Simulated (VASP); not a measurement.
A run of VASP 6.6.1 is set up as follows.

INCAR

```
SYSTEM = Be4TeSe3
PREC     = Normal         ! precision mode
ENCUT    = 520            ! plane-wave cutoff, eV
EDIFF    = 1E-4           ! SCF threshold, eV
ISMEAR   = 0              ! smearing method
SIGMA    = 0.15           ! smearing width, eV
LREAL    = .False.        ! projectors in reciprocal space
LASPH    = .True.         ! aspherical terms in the spheres
NELM     = 60             ! most SCF steps
ALGO     = Fast           ! electronic algorithm
ISIF     = 3              ! what is computed and relaxed
LWAVE    = .False.        ! write WAVECAR
LCHARG   = .False.        ! write CHGCAR
GGA      = PE             ! functional
IBRION   = 2              ! ionic algorithm
NSW      = 24             ! ionic steps
EDIFFG   = -0.08          ! ionic threshold
```

The input KPOINTS:

```
regular mesh
0
Gamma
  4 4 4
  0 0 0
```

POSCAR

```
Be4TeSe3
1.0
    1.8450000000      1.0652112500     12.0333333300
   -1.8450000000      1.0652112500     12.0333333300
    0.0000000000     -2.1304224900     12.0333333300
Be Te Se
4 1 3
Direct
    0.0645000000      0.0645000000      0.0645000000
    0.8125000000      0.8125000000      0.8125000000
    0.3125000000      0.3125000000      0.3125000000
    0.5625000000      0.5625000000      0.5625000000
    0.0000000000      0.0000000000      0.0000000000
    0.7500000000      0.7500000000      0.7500000000
    0.2500000000      0.2500000000      0.2500000000
    0.5000000000      0.5000000000      0.5000000000
```

Potentials or basis: VASP PAW PBE potentials, release 64 (Be, Te, Se).

Launch:

```sh
$ cat potpaw_PBE.64/Be/POTCAR potpaw_PBE.64/Te/POTCAR potpaw_PBE.64/Se/POTCAR > POTCAR
$ mpirun -np 1 vasp_std > vasp.out
```

Predict the relaxed cell.

a = 12.413 Å, b = 12.413 Å, c = 12.413 Å, α = 17.48°, β = 17.48°, γ = 17.48°.

Predict the relaxed volume.

18.82 Å³/atom.

Final structure:
```yaml
crystal:
  lattice:
    - [1.88573, 1.08873, 12.22031]
    - [-1.88573, 1.08873, 12.22031]
    - [0.00000, -2.17745, 12.22031]
  atoms:
    - { symbol: Be, position: [0.06713, 0.06713, 0.06713] }
    - { symbol: Be, position: [0.81412, 0.81412, 0.81412] }
    - { symbol: Be, position: [0.30833, 0.30833, 0.30833] }
    - { symbol: Be, position: [0.56150, 0.56150, 0.56150] }
    - { symbol: Te, position: [0.00025, 0.00025, 0.00025] }
    - { symbol: Se, position: [0.75286, 0.75286, 0.75286] }
    - { symbol: Se, position: [0.24751, 0.24751, 0.24751] }
    - { symbol: Se, position: [0.50030, 0.50030, 0.50030] }
```

Caveat: the k mesh is coarse (spacing up to 0.49 Å⁻¹), so the values aren't converged.
